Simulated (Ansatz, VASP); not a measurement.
# Fe in two plane-wave programs

Wanted: the spread between two codes on one cell, functional and k mesh. The cell is a member of a volume series, scaled by 0.985 from a relaxed one, so a pressure remains.

Calculated with Ansatz 0.2.0; plane waves, with VASP 6.6.1 beside it; single point at PBEsol, single point at PBEsol with D3(BJ) and single point at BLYP.

## Step 1: The structure

Symmetry: Im-3m, No. 229, cubic system. The conventional cell has a = 2.774 Å, b = 2.774 Å, c = 2.774 Å, α = 90.00°, β = 90.00°, γ = 90.00°. Fe has 8 Fe at 2.40 Å nearest.

## Step 2: Ansatz: single point, PBEsol, volume scaled by 0.985

Ansatz runs on its default PAW (the set named soft_2) files.

A single point gives forces, pressure and levels at one fixed geometry, so differences don't come from the geometry; what else differs is listed under the comparison.

The input, input.yaml:

```yaml
crystal:
  lattice:
    - [-1.38710091, 1.38710091, 1.38710091]
    - [1.38710091, -1.38710091, 1.38710091]
    - [1.38710091, 1.38710091, -1.38710091]
  atoms:
    - { symbol: Fe, position: [0.0, 0.0, 0.0], spin: 3.0 }
hamiltonian:
  xc: pbesol
  pseudopotentials: { kind: paw }
magnetization:
  spin_polarized: true
kpoints:
  mp_grid: { grid: [22, 22, 22] }
scf:
  occupations: { method: methfessel_paxton, width: 0.15 }
  n_extra_bands: 7
output:
  forces: true
  stress: true
  eigenvalues: true
  write_density: true
  write_potential: true
  elf: true
  volumetric_format: npy
```

Started as:

```
ansatz run input.yaml --threads 2 --pin off --max-ram 4608MiB --backend cpu --events-out ev --progress --plain --runs-dir out
```

Numbers of over 12 decimals in the logs are rounded to 6 here.

What it wrote:

```text
scf.n_extra_bands = 7 over 8 filled bands (N_el = 16.0): the run solves 15 bands
Engine: ansatz 0.2.0, aarch64-unknown-linux-gnu
Pseudopotentials: kind: paw
Pseudopotential: Fe, paw, valence charge 16, recommended cutoff 420 eV (normal), Fe.paw.azcp
Functional definition: PBEsol
  exchange = pbesol_x
  correlation = pbesol_c
Crystal: 1 atoms, lattice volume = 10.675 Å³
Basis set: ecut = 420 eV, 201 PW (Γ), exchange–correlation on 36×36×36 points (8 copies of the dense FFT grid, shifted against one another)
Bands: 15, of which v1, the nominal top of the filled ones, is band 8 counted from 1 (7 counted from 0)
Symmetry: 48 space group operations
Space group: Im-3m (ITA 229), of the structure as read, at distance tolerance 2.2e-5 Å
Magnetic group: BNS 229.140 (UNI 1642), of the structure as read, at distance tolerance 2.2e-5 Å
k-points: 328 of 10648
Non-local potential: Fe, projectors of the file, l = 0: 3, l = 1: 2, l = 2: 3, l = 3: 1
PAW form: soft (Blöchl's): semilocal exchange-correlation on the pseudo side does not see the compensation charge
PAW frozen core: Fe, regenerated for the run's functional, and the local potential with it (the file was generated under x = pbe(κ = 0.804, μ = 0.219515), c = pbe(β = 0.066725))
PAW one-centre angular grid: Fe, 590 points (default); XC on 64 Gauss nodes
Initial density: superposition of atomic densities (chi_scale 0.1, normalization cell)
Starting moments: Σ|m| = 3 μB on 1 of 1 site
Initial wavefunctions: pseudopotential atomic-orbital guess
Functional: x = pbesol(κ = 0.804, μ = 0.123457), c = pbesol(β = 0.046)
SCF iter   1: F=—  HF=-4449.224844 eV  |F-HF|=—  |Δ(HF+E_count)|=         —  Δρ=1.75e-1 (↑1.75e-1 ↓5.68e-2)  dr2=2.37e0  dr2_m=8.25e-1  M=2.001 μB ∫|m|=2.017 μB  β_m=0.30  ethr=3.10e-3  ⟨swp⟩=4.9  Hψ=47823  notcnv=0
Mixer restart at iter 1: flushing history
preconditioner: auto → none  [metal: Δε(μ)=0.014 eV  Ē_g=17.423 eV  σ=0.150 eV  W_gap=0.05  n_scr=0 (ndim 8)  ℏωp=32.1 eV  f_vac=0.000  D(μ)=1.00/eV (n_scr^D=12)]
SCF iter   2: F=—  HF=-4448.152416 eV  |F-HF|=—  |Δ(HF+E_count)|=    1.07e0  Δρ=4.67e-2 (↑2.81e-2 ↓4.67e-2)  dr2=5.00e-2  dr2_m=1.19e-1  M=2.161 μB ∫|m|=2.204 μB  β_m=0.30  ethr=3.10e-3  ⟨swp⟩=3.6  Hψ=24570  notcnv=0  defer=1204
SCF iter   3: F=—  HF=-4448.443958 eV  |F-HF|=—  |Δ(HF+E_count)|=   2.92e-1  Δρ=3.09e-2 (↑2.61e-2 ↓3.09e-2)  dr2=2.30e-3  dr2_m=7.79e-2  M=2.128 μB ∫|m|=2.178 μB  β_m=0.55  ethr=3.12e-4  ⟨swp⟩=2.6  Hψ=19315  notcnv=0  defer=1212
SCF iter   4: F=—  HF=-4448.768092 eV  |F-HF|=—  |Δ(HF+E_count)|=   3.24e-1  Δρ=1.33e-2 (↑7.12e-3 ↓1.33e-2)  dr2=9.44e-3  dr2_m=7.63e-3  M=2.117 μB ∫|m|=2.185 μB  β_m=0.72  ethr=1.43e-5  ⟨swp⟩=2.1  Hψ=18746  notcnv=0  defer=1212
SCF iter   5: F=—  HF=-4448.847065 eV  |F-HF|=—  |Δ(HF+E_count)|=   7.90e-2  Δρ=3.17e-3 (↑1.71e-3 ↓3.17e-3)  dr2=8.76e-4  dr2_m=3.31e-4  M=2.098 μB ∫|m|=2.176 μB  β_m=0.86  ethr=1.43e-5  ⟨swp⟩=2.0  Hψ=19523  notcnv=0  defer=1206
SCF iter   6: F=—  HF=-4448.850974 eV  |F-HF|=—  |Δ(HF+E_count)|=   3.91e-3  Δρ=6.15e-4 (↑6.15e-4 ↓3.98e-4)  dr2=5.17e-6  dr2_m=2.45e-5  M=2.090 μB ∫|m|=2.170 μB  β_m=0.93  ethr=5.47e-6  ⟨swp⟩=2.4  Hψ=16609  notcnv=0  defer=1200
SCF iter   7: F=—  HF=-4448.845332 eV  |F-HF|=—  |Δ(HF+E_count)|=         —  Δρ=1.42e-3 (↑8.81e-4 ↓1.42e-3)  dr2=2.68e-5  dr2_m=1.27e-4  M=2.099 μB ∫|m|=2.179 μB  β_m=0.93  ethr=3.23e-8  ⟨swp⟩=2.2  Hψ=14944  notcnv=0  defer=1200
Mixer restart at iter 7: flushing history
iteration 7: the input's own smearing fills from here on; a Gaussian of 0.15 eV has filled iterations ahead of it
SCF iter   8: F=—  HF=-4448.845402 eV  |F-HF|=—  |Δ(HF+E_count)|=   7.04e-5  S|Δr|=    0.00e0  Δρ=1.60e-3 (↑1.60e-3 ↓2.74e-4)  dr2=1.72e-4  dr2_m=6.56e-5  M=2.104 μB ∫|m|=2.184 μB  β_m=0.94  ethr=3.23e-8  ⟨swp⟩=2.1  Hψ=14166  notcnv=0  defer=1200
SCF iter   9: F=—  HF=-4448.845611 eV  |F-HF|=—  |Δ(HF+E_count)|=   2.08e-4  S|Δr|=    0.00e0  Δρ=2.12e-3 (↑2.12e-3 ↓1.69e-3)  dr2=9.51e-4  dr2_m=4.86e-6  M=2.102 μB ∫|m|=2.183 μB  β_m=0.40  ethr=3.23e-8  ⟨swp⟩=3.1  Hψ=17381  notcnv=0  defer=1200  recentre
SCF iter  10: F=—  HF=-4448.845369 eV  |F-HF|=—  |Δ(HF+E_count)|=   2.42e-4  S|Δr|=    0.00e0  Δρ=3.36e-4 (↑3.36e-4 ↓2.68e-4)  dr2=3.41e-7  dr2_m=8.93e-6  M=2.105 μB ∫|m|=2.185 μB  β_m=0.69  ethr=3.23e-8  ⟨swp⟩=3.1  Hψ=16863  notcnv=0  defer=1199
SCF iter  11: F=-4448.845372 eV  HF=-4448.845372 eV  |F-HF|=9.84e-9  |Δ(HF+E_count)|=   2.72e-6  S|Δr|=    0.00e0  Δρ=1.46e-5 (↑1.46e-5 ↓9.86e-6)  dr2=1.88e-9  dr2_m=1.44e-8  M=2.106 μB ∫|m|=2.187 μB  ethr=6.25e-10  ⟨swp⟩=11.5  Hψ=64624  notcnv=0
SCF 1 converged in 11 iterations: F = -4448.845372 eV  dr2 = 1.88e-9
  Residual-converged pass: ⟨swp⟩=1.0  Hψ=12470  notcnv=0  max |occ|·‖R‖ = 7.1e-9 eV (tolerance 1.0e-8 eV)  dr2=1.88e-9  dr2_m=1.44e-8  dr2_onsite=8.83e-9  max |Δocc| = 2.7e-10
  greatest PAW one-centre occupation: 1.002 electrons in one spin orbital (limit 2), on the Fe atom at site 0 (counted from 0), in its partial waves of l = 1
this state was not tested for a lower state beside it, because cold or Methfessel-Paxton smearing, or corrected tetrahedra, fill the levels in a way that the test cannot read (fill_not_monotonic; see scf.lower_state_search)
SCF converged after 11 iterations
Magnetization: 2.1060 μB (9.0530 up, 6.9470 down)
Absolute magnetization: 2.1870 μB (∫|ρ↑−ρ↓|, with the PAW one-centre terms)
Spin contamination: 0.0273 ħ² per cell (⟨S²⟩ above its minimum at these occupations)
Per-site moments (μB) at R_I (Å): [(2.129047, 0.991043)]
Free energy (F): -4448.845372 eV
Harris-Foulkes:  -4448.845372 eV  (|F-HF|=9.84e-9)
Internal energy: -4448.845003 eV  (E = F + TS)
E sigma→0 (E₀):  -4448.845280 eV
Entropy (-TS):   -0.000368 eV (-0.368 meV/atom)
Fermi energy:    19.883680 eV
--- Per-component energies (eV) ---
  E_band       = -191.505581
  E_kinetic    = 352.671039
  E_local      = -1986.746559  (includes V_loc(G=0)·N_el)
  E_nonlocal   = 218.883655
  E_hartree    = 836.441650
  E_xc         = -117.907475
  E_vxc        = -152.483293  (∫ρ·V_xc dr)
  E_paw        = -1334.493838  (= ΣΔE_a)
  E_vpaw       = -296.712368  (= ΣTr[D̂ρ^β])
  E_aug_tail   = 0.001142  (compensation charges beyond the density's cutoff)
  E_ewald      = -2417.873819
  E_core_change = 0.179202  (= ΣΔE_core)
  E_smearing   = -0.000368  (= −TS)
  E_closure    = -0.000000  (closes the sum)
  Σ components = -4448.845372   (vs F -4448.845372, Δ=0.00e0)
--- Forces (eV/Å), atoms counted from 1 ---
  atom   1  Fe    -0.00000000     0.00000000    -0.00000000
  max |Σ_I F_I| component: 7.81e-32 eV/Å
--- Stress (GPa, compression-positive) ---
        3.859726      -0.000000      -0.000000
       -0.000000       3.859726      -0.000000
       -0.000000       0.000000       3.859726
  P = ⅓ Tr σ = 3.8597 GPa (38.597 kbar)
--- Band table (eV; the first three rows and the last of 656) ---
  k-point 0 ↑: bands = [... 4 lower, 10.8559, 17.3994, 17.3994, 17.3994, 18.8076, 18.8076, 44.6303, 44.6303, ... 3 higher]
  k-point 1 ↑: bands = [... 4 lower, 10.9466, 17.3727, 17.3973, 17.4505, 18.7798, 18.8097, 44.1462, 44.5410, ... 3 higher]
  k-point 2 ↑: bands = [... 4 lower, 11.2149, 17.2954, 17.3856, 17.6016, 18.7089, 18.8163, 42.9053, 44.2152, ... 3 higher]
  k-point 327 ↓: bands = [... 4 lower, 16.2938, 16.2938, 22.2218, 22.2218, 22.2218, 30.3877, 30.3877, 30.3877, ... 3 higher]
```

The job ended after 7 s (2 threads of Arm Neoverse V2, shared host; peak memory 0.36 GiB).

Reading the cycles: dr2 is the Hartree energy of the density residual (eV), the measure of convergence; HF is the Harris–Foulkes estimate of the energy, which meets the free energy F at convergence.

The run ends at a pressure of 3.86 GPa.

## Step 3: VASP: single point, PBEsol, volume scaled by 0.985

The same cell, functional, mesh and smearing now go to VASP, with its own data sets and cutoff.

Lines of VASP's logs that name or quote its potential files are left out, and so is its time.

The input asks for a relaxation, which ended at its first step since no free force or stress exceeded the threshold; so it serves as a single point.

The input, INCAR:

```
SYSTEM = Fe
PREC = Accurate
ENCUT = 450
EDIFF = 1E-06
NELM = 100
ISMEAR = 1
SIGMA = 0.15
LREAL = .FALSE.
ALGO = Normal
GGA = PS
NBANDS = 12
ISPIN = 2
MAGMOM = 3
LMAXMIX = 4
LORBIT = 11
LWAVE = .FALSE.
LCHARG = .FALSE.
KPAR = 4
IBRION = 2
NSW = 30
ISIF = 4
EDIFFG = -0.01
```

The input, POSCAR:

```
Fe
1.0
   -1.3871009110      1.3871009110      1.3871009110
    1.3871009110     -1.3871009110      1.3871009110
    1.3871009110      1.3871009110     -1.3871009110
Fe
1
Direct
    0.0000000000      0.0000000000      0.0000000000
```

The input, KPOINTS:

```
Automatic mesh
0
Gamma
22 22 22
0 0 0
```

PAW data sets: Fe (PBE family, release 64).

Started as:

```
mpirun -np 4 vasp_std
```

What it wrote:

```text
[banner, memory and clock lines left out]
running    4 mpi-ranks, on    1 nodes
 distrk:  each k-point on    1 cores,    4 groups
 distr:  one band on    1 cores,    1 groups

 POSCAR found type information on POSCAR Fe
 POSCAR found :  1 types and       1 ions
|                                                                             |
|               ----> ADVICE to this user running VASP <----                  |
|                                                                             |
|     You enforced a specific xc type in the INCAR file but a different       |
|     [... a line on the potential file left out ...]
|     I HOPE YOU KNOW WHAT YOU ARE DOING!                                     |
|                                                                             |

 LDA part: xc-table for (Slater+PW92), standard interpolation
 POSCAR, INCAR and KPOINTS ok, starting setup
 FFT: planning ... GRIDC
 FFT: planning ... GRID_SOFT
 FFT: planning ... GRID
 WAVECAR not read
 entering main loop
       N       E                     dE             d eps       ncg     rms          rms(c)
DAV:   1     0.178220632360E+02    0.17822E+02   -0.36513E+03 17192   0.746E+02
DAV:   2    -0.929042728732E+01   -0.27112E+02   -0.24899E+02 16424   0.126E+02
DAV:   3    -0.994189228139E+01   -0.65146E+00   -0.64701E+00 18144   0.223E+01
DAV:   4    -0.994405345317E+01   -0.21612E-02   -0.21609E-02 17572   0.115E+00
DAV:   5    -0.994406538519E+01   -0.11932E-04   -0.11932E-04 18140   0.878E-02    0.131E+01
DAV:   6    -0.897730005762E+01    0.96677E+00   -0.10054E+01 17844   0.426E+01    0.462E+00
DAV:   7    -0.892974913670E+01    0.47551E-01   -0.41881E-01 18392   0.860E+00    0.304E+00
DAV:   8    -0.892058734598E+01    0.91618E-02   -0.54186E-03 19196   0.470E-01    0.140E+00
DAV:   9    -0.891196200678E+01    0.86253E-02   -0.69664E-03 20968   0.467E-01    0.302E-01
DAV:  10    -0.891215977836E+01   -0.19777E-03   -0.47628E-04 18144   0.251E-01    0.783E-02
DAV:  11    -0.891218338710E+01   -0.23609E-04   -0.12731E-04 18880   0.100E-01    0.280E-02
DAV:  12    -0.891218378774E+01   -0.40064E-06   -0.30586E-06 15016   0.231E-02
   1 F= -.89121838E+01 E0= -.89121678E+01  d E =-.891218E+01  mag=     2.1269
 curvature:   0.00 expect dE= 0.000E+00 dE for cont linesearch  0.000E+00
 trial: gam= 0.00000 g(F)=  0.586E-63 g(S)=  0.487E-33 ort = 0.000E+00 (trialstep = 0.100E+01)
 search vector abs. value=  0.100E-09
 reached required accuracy - stopping structural energy minimisation
```

From OUTCAR (step 3):

```text
ion  position               nearest neighbor table
   1  0.000  0.000  0.000-

  LATTYP: Found a body centered cubic cell.
 ALAT       =     2.7742018220

 Subroutine GETGRP returns: Found 48 space group operations
 (whereof 48 operations were pure point group operations)

The static configuration has the point symmetry O_h .

 Found    328 irreducible k-points:

   k-points           NKPTS =    328   k-points in BZ     NKDIM =    328   number of bands    NBANDS=     12

   dimension x,y,z NGX =    18 NGY =   18 NGZ =   18
   dimension x,y,z NGXF=    36 NGYF=   36 NGZF=   36

   ENCUT  =  450.0 eV  33.07 Ry    5.75 a.u.   4.16  4.16  4.16*2*pi/ulx,y,z

   NELECT =       8.0000    total number of electrons

 k-points in reciprocal lattice and weights: Automatic mesh
   0.00000000  0.00000000  0.00000000       0.000
   0.04545455  0.00000000  0.00000000       0.001
   0.09090909  0.00000000  0.00000000       0.001
   0.13636364  0.00000000  0.00000000       0.001
   0.18181818  0.00000000  0.00000000       0.001
   0.22727273  0.00000000  0.00000000       0.001
   0.27272727  0.00000000  0.00000000       0.001
   0.31818182  0.00000000  0.00000000       0.001
   0.36363636  0.00000000  0.00000000       0.001
[...]
0.50000000  0.50000000  0.45454545       0.001
   0.50000000  0.50000000  0.50000000       0.000

 average (electrostatic) potential at core
       1 -42.6070

 E-fermi :   6.3596

 spin component 1
 k-point     1 :       0.0000    0.0000    0.0000
  band No.  band energies     occupation
    ...
      2       3.8740      1.00000
      3       3.8740      1.00000
      4       3.8740      1.00000
      5       5.3052      1.00000
      6       5.3052      1.00000
      7      31.8633      0.00000
      8      31.8633      0.00000
      9      31.8633      0.00000
     10      37.3935      0.00000
     11      37.3935      0.00000
    ...

 k-point     2 :       0.0455    0.0000    0.0000
  band No.  band energies     occupation
    ...
      2       3.8477      1.00000
      3       3.8722      1.00000
      4       3.9249      1.00000
      5       5.2777      1.00000
      6       5.3073      1.00000
      7      31.2957      0.00000
      8      31.7506      0.00000
      9      31.8160      0.00000
     10      37.0209      0.00000
     11      37.7481      0.00000
    ...

 k-point     3 :       0.0909    0.0000    0.0000
  band No.  band energies     occupation
    ...
      2       3.7714      1.00000
      3       3.8616      1.00000
      4       4.0750      1.00000
      5       5.2076      1.00000
      6       5.3139      1.00000
      7      29.8955      0.00000
      8      31.3542      0.00000
      9      31.6894      0.00000
     10      36.5453      0.00000
     11      36.9505      0.00000
    ...

 k-point     4 :       0.1364    0.0000    0.0000
  band No.  band energies     occupation
    ...
      2       3.6528      1.00000
      3       3.8296      1.00000
      4       4.3170      1.00000
      5       5.1280      1.00000
      6       5.3259      1.00000
      7      28.0577      0.00000
      8      30.6238      0.00000
      9      31.5176      0.00000
     10      35.3262      0.00000
     11      36.3486      0.00000
    ...

 k-point     5 :       0.1818    0.0000    0.0000
  band No.  band energies     occupation
    ...
      2       3.5030      1.00000
      3       3.7717      1.00000
      4       4.6377      1.00000
      5       5.0790      1.00000
      6       5.3443      1.00000
      7      26.0010      0.00000
      8      29.6659      0.00000
      9      31.3338      0.00000
     10      33.7717      0.00000
     11      35.6451      0.00000
    ...

 k-point     6 :       0.2273    0.0000    0.0000
  band No.  band energies     occupation
    ...
      2       3.3357      1.00000
      3       3.7210      1.00000
      4       5.0188      1.00000
      5       5.0829      1.00000
      6       5.3693      1.00000
      7      23.8539      0.00000
      8      28.6419      0.00000
      9      31.1605      0.00000
     10      32.3119      0.00000
     11      35.1793      0.00000
    ...

  Total        0.2459202      0.2459202      0.2459202      0.0000000     -0.0000000     -0.0000000
  in kB       36.9080084     36.9080084     36.9080084      0.0000000     -0.0000000     -0.0000000
  external PRESSURE =      36.9080084 kB  Pullay stress =       0.0000000 kB

  energy-cutoff  :      450.00
  volume of cell :       10.68
      direct lattice vectors                 reciprocal lattice vectors
    -1.387100911  1.387100911  1.387100911     0.000000000  0.360464041  0.360464041
     1.387100911 -1.387100911  1.387100911     0.360464041  0.000000000  0.360464041
     1.387100911  1.387100911 -1.387100911     0.360464041  0.360464041  0.000000000

 POSITION                                       TOTAL-FORCE (eV/Angst)
 -----------------------------------------------------------------------------------
      0.00000      0.00000      0.00000         0.000000      0.000000      0.000000
 -----------------------------------------------------------------------------------
    total drift:                                0.000000      0.000000      0.000000

  FREE ENERGIE OF THE ION-ELECTRON SYSTEM (eV)
  ---------------------------------------------------
  free  energy   TOTEN  =        -8.9121837877 eV

  energy  without entropy=       -8.9121359386  energy(sigma->0) =       -8.91216784

 reached required accuracy - stopping structural energy minimisation

 total charge
# of ion       s       p       d       tot
------------------------------------------
    1        0.518   0.604   6.289   7.410

 magnetization (x)
# of ion       s       p       d       tot
------------------------------------------
    1       -0.012  -0.049   2.165   2.104

[... 6 further parts left out ...]
```

## Step 4: Side by side

Known differences besides the potentials themselves: the data sets hold 16 valence electrons in Ansatz (default PAW (the set named soft_2) files) and 8 in VASP; the cutoff is 420 eV in Ansatz and 450 eV in VASP; Ansatz makes its cores anew for this functional, VASP keeps those of its PBE data sets; VASP leaves aspherical gradient terms in its spheres out (LASPH is not set), Ansatz keeps them; site moments are counted in spheres of each program's own size. Total energies have different zeros and are not compared.

Compared:

```tsv
quantity	Ansatz	VASP	difference
pressure (GPa)	3.86	3.69	+0.17
pressure without Ansatz's Pulay correction (GPa)	3.74	3.69	+0.05
total moment (μB)	2.11	2.13	-0.02
moment on Fe1 (μB)	2.13	2.10	+0.02
```

Ansatz's pressure holds a Pulay correction of 0.11 GPa; VASP's holds none.

## Step 5: Ansatz: single point, PBEsol with D3(BJ), volume scaled by 1.015

With cell and atoms fixed, the geometry can't cause a difference; cores, projectors, grids and the points listed under the comparison can. The cell compared in this pair holds 10.76 Å³, against 10.68 Å³ for the pair before.

The cell is a member of a volume series, scaled by 1.015 from a relaxed one, so a pressure remains.

input.yaml, the sections that differ from step 2:

```yaml
crystal:
  lattice:
    - [-1.39070687, 1.39070687, 1.39070687]
    - [1.39070687, -1.39070687, 1.39070687]
    - [1.39070687, 1.39070687, -1.39070687]
  atoms:
    - { symbol: Fe, position: [0.0, 0.0, 0.0], spin: 3.0 }
hamiltonian:
  xc: pbesol
  pseudopotentials: { kind: paw }
  dispersion: d3bj
# magnetization, kpoints, scf, output: as in step 2
```

Started as:

```
ansatz run input.yaml --threads 2 --pin off --max-ram 4608MiB --backend cpu --events-out ev --progress --plain --runs-dir out
```

What it wrote:

```text
[...]
Crystal: 1 atoms, lattice volume = 10.759 Å³
Basis set: ecut = 420 eV, 201 PW (Γ), exchange–correlation on 36×36×36 points (8 copies of the dense FFT grid, shifted against one another)
Bands: 15, of which v1, the nominal top of the filled ones, is band 8 counted from 1 (7 counted from 0)
Symmetry: 48 space group operations
[...]
k-point 1 ↑: bands = [... 4 lower, 10.8048, 17.1999, 17.2242, 17.2768, 18.5899, 18.6194, 43.8887, 44.2859, ... 3 higher]
  k-point 2 ↑: bands = [... 4 lower, 11.0715, 17.1236, 17.2128, 17.4261, 18.5199, 18.6259, 42.6407, 43.9568, ... 3 higher]
  k-point 327 ↓: bands = [... 4 lower, 16.1628, 16.1628, 22.0298, 22.0298, 22.0298, 30.1403, 30.1403, 30.1403, ... 3 higher]
[key lines of the parts left out:]
SCF converged after 12 iterations
Magnetization: 2.1170 μB (9.0585 up, 6.9415 down)
Free energy (F): -4449.197509 eV
Fermi energy:    19.689300 eV
P = ⅓ Tr σ = -3.2710 GPa (-32.710 kbar)
```

Wall time 7 s (2 threads); peak memory 0.36 GiB; 13 s of CPU time.

The run ends at a pressure of -3.27 GPa.

(Part 1 of 2 ends here.)

[Lines on the potential files, build, host, timing and source positions are cut from VASP's logs without a mark.]

[Logs are printed without paths, hosts, clocks, repeated set-up lines and the standing remarks that a program may print on its own settings, such as how far it seeks lower states.]

[Hosts, paths, dates, database ids (printed as entryN), source tags and the programs' standing remarks are cut or masked in the printed files.]
